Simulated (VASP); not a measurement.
OSZICAR of a VASP run on ZrB₂ (AlB2 type):

OSZICAR:
```
       N       E                     dE             d eps       ncg     rms          rms(c)
DAV:   1     0.106959132435E+03    0.10696E+03   -0.11020E+04  5902   0.159E+03
DAV:   2    -0.421632169852E+02   -0.14912E+03   -0.14391E+03  6850   0.369E+02
DAV:   3    -0.492892929751E+02   -0.71261E+01   -0.70307E+01 10111   0.684E+01
DAV:   4    -0.494537153369E+02   -0.16442E+00   -0.16428E+00  7483   0.965E+00
DAV:   5    -0.494579831620E+02   -0.42678E-02   -0.42674E-02  9207   0.120E+00    0.233E+01
DAV:   6    -0.405078420938E+02    0.89501E+01   -0.82202E+00  7946   0.263E+01    0.769E+00
DAV:   7    -0.404210847495E+02    0.86757E-01   -0.94953E-01  7394   0.108E+01    0.153E+00
DAV:   8    -0.403279640380E+02    0.93121E-01   -0.91796E-01  7140   0.976E+00    0.100E+00
DAV:   9    -0.404541793532E+02   -0.12622E+00   -0.39711E-02  8055   0.226E+00    0.797E-01
DAV:  10    -0.405769453215E+02   -0.12277E+00   -0.96283E-02  6972   0.381E+00    0.221E-01
DAV:  11    -0.405994887275E+02   -0.22543E-01   -0.45233E-03  7623   0.740E-01    0.154E-01
DAV:  12    -0.406141242420E+02   -0.14636E-01   -0.36447E-02  6317   0.191E+00    0.191E-01
DAV:  13    -0.406210859994E+02   -0.69618E-02   -0.34086E-03  7342   0.560E-01    0.105E-01
DAV:  14    -0.406233446416E+02   -0.22586E-02   -0.66818E-04  6702   0.250E-01    0.224E-02
DAV:  15    -0.406241471587E+02   -0.80252E-03   -0.64225E-04  6637   0.246E-01    0.189E-02
DAV:  16    -0.406241600364E+02   -0.12878E-04   -0.26881E-05  8552   0.512E-02    0.928E-03
DAV:  17    -0.406241561979E+02    0.38385E-05   -0.40614E-06  7557   0.169E-02    0.459E-03
DAV:  18    -0.406241619597E+02   -0.57617E-05   -0.45995E-06  6662   0.253E-02    0.217E-03
DAV:  19    -0.406241625549E+02   -0.59525E-06   -0.58268E-07  7072   0.108E-02    0.167E-03
DAV:  20    -0.406241626128E+02   -0.57851E-07   -0.12905E-07  4245   0.447E-03
   1 F= -.40624163E+02 E0= -.40624131E+02  d E =-.951213E-04
```

Q: Which electronic solver shows in the log?

A: It is blocked Davidson (ALGO = Normal, or the opening steps of other solvers). The INCAR had ALGO = Normal.

Q: Can the final energy be trusted as converged?

A: The calculation finished and met its thresholds. It stopped with EDIFF = 1E-7, NELM = 100 (r2SCAN meta-GGA, plane waves, VASP's PBE PAW potentials (set 64)).

The compound is ZrB2 in the AlB2 type structure. This cell was strained or had an atom moved on purpose.
